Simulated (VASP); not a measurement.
Energy against volume of Be (hcp). Method: PBE GGA, VASP's PBE PAW potentials (set 64) (plane waves; VASP). Run with 520 eV cut-off, 18×18×10 Γ-centred mesh, first-order Methfessel-Paxton smearing of 0.10 eV, potentials Be.

Shape and ions are relaxed at each volume.

```json
[
 {"V (Å³/atom)": "7.679", "E (eV/atom)": "-3.76232"},
 {"V (Å³/atom)": "7.917", "E (eV/atom)": "-3.76507"},
 {"V (Å³/atom)": "8.154", "E (eV/atom)": "-3.76235"},
 {"V (Å³/atom)": "8.392", "E (eV/atom)": "-3.75482"}
]
```

Task: Fit these four points and predict the energy of the run at 7.442 Å³/atom.

Result: A cubic in V^(−2/3), the third-order Birch-Murnaghan form, passes through the four points with V0 = 7.91 Å³/atom and B0 = 123 GPa, and gives -3.7533 eV/atom there. The run gave -3.7533 eV/atom, +0.0 meV/atom from the fit; all five points give B0 = 123 GPa.

The compound is Be in the hcp structure. It was relaxed first.
